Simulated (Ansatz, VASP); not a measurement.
# Two plane-wave programs on AlSn

INCAR

```
SYSTEM = AlSn
ALGO = Normal
EDIFF = 1E-6
ENCUT = 520
GGA = PE
ISIF = 2
ISMEAR = -1
LASPH = .True.
LCHARG = .True.
LELF = .True.
LREAL = .False.
LVHAR = .True.
LWAVE = .False.
NBANDS = 16
NELM = 80
PREC = Accurate
SIGMA = 0.05
```

File KPOINTS:

```
k-points
0
Gamma
  7 7 8
  0 0 0
```

Contents of POSCAR:

```
AlSn
1.0
    4.2804423157      0.0000000000      0.0000000000
   -2.1402211578      3.7069717847      0.0000000000
    0.0000000000      0.0000000000      3.3717036030
Sn Al
1 1
Direct
    0.3333333333      0.6666666667      0.5000000000
    0.0000000000      0.0000000000      0.0000000000
```

input.yaml

```yaml
crystal:
  lattice:
    - [4.2804423157, 0.0, 0.0]
    - [-2.1402211578, 3.7069717847, 0.0]
    - [0.0, 0.0, 3.371703603]
  atoms:
    - { symbol: Sn, position: [0.3333333333, 0.6666666667, 0.5] }
    - { symbol: Al, position: [0.0, 0.0, 0.0] }
hamiltonian:
  xc: pbe
  pseudopotentials: { kind: paw, azcp: { folder: soft_1 } }
kpoints:
  mp_grid: { grid: [7, 7, 8] }
scf:
  occupations: { method: fermi_dirac, width: 0.05 }
output:
  forces: true
  stress: true
  eigenvalues: true
```

The cell comes from a database or a generator and needn't be the stable form of this composition.

Alike in both runs: task single point; functional PBE; k mesh 7 × 7 × 8; occupations fermi-dirac, width 0.05 eV; no spin polarisation.

|  | VASP | Ansatz |
| --- | --- | --- |
| version | VASP 6.6.1 | Ansatz 0.2.0 |
| potentials or method | VASP PAW PBE potentials, release 64 (Sn_d, Al) | Ansatz PAW soft_1 |
| plane-wave cutoff (eV) | 520 | 420 |
| valence electrons in the cell | 17 | 17 |

VASP gave:

```
gap on the k mesh at the Fermi level (eV)       : none
pressure (GPa)                                  : -2.4
largest component of the traceless stress (GPa) : 0.29
```

**Question.** Estimate Ansatz's values.

**Answer.** gap on the k mesh at the Fermi level (eV): none; pressure (GPa): -2.3; largest component of the traceless stress (GPa): 0.29.

A gap of «none» marks a metal or a gap that the smearing closes. The functional is the same, so the differences come from potentials, cutoffs and numerics.
